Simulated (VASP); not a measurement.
Calculation: PBE GGA with D3 dispersion (Becke-Johnson damping), VASP's PBE PAW potentials (set 64) (plane waves; VASP).

VASP ran on this input.

**KPOINTS**
```
Automatic mesh
0
Gamma
13 13 13
0 0 0
```

**INCAR**
```
SYSTEM = ZrC
LCHARG = .False.
ISIF = 2   # forces and stress, cell fixed
ENCUT = 520   # plane-wave cut-off (eV)
SIGMA = 0.1
GGA = PE
IVDW = 12
LREAL = .False.   # projection in real space or not
ALGO = Normal   # blocked Davidson
EDIFF = 1E-7
PREC = Accurate
LASPH = .True.   # aspherical one-centre terms
LMAXMIX = 4
LWAVE = .False.
NELM = 100
ISMEAR = 1
```

File POSCAR:
```
ZrC
1
    0.0000000000     2.3607264134     2.3607264134
    2.3607264134     0.0000000000     2.3607264134
    2.3607264134     2.3607264134     0.0000000000
Zr C
1 1
Direct
  0.0000000000   0.0000000000   0.0000000000
  0.5000000000   0.5000000000   0.5000000000
```

POTCAR, in this order: Zr_sv C (PBE.64 set). Program: vasp_std.

Task: What will the output report for the number of irreducible k-points (NKPTS), largest plane-wave count, number of space-group operations, FFT grid (NGX, NGY, NGZ)?

Result: 
| Property | Result |
|---|---|
| number of irreducible k-points (NKPTS) | 84 |
| largest plane-wave count | 725 |
| number of space-group operations | 48 |
| FFT grid (NGX, NGY, NGZ) | 28 × 28 × 28 |

The compound is ZrC in the rock salt structure. This cell is one point of a volume scan, at 1.03 of the reference volume.
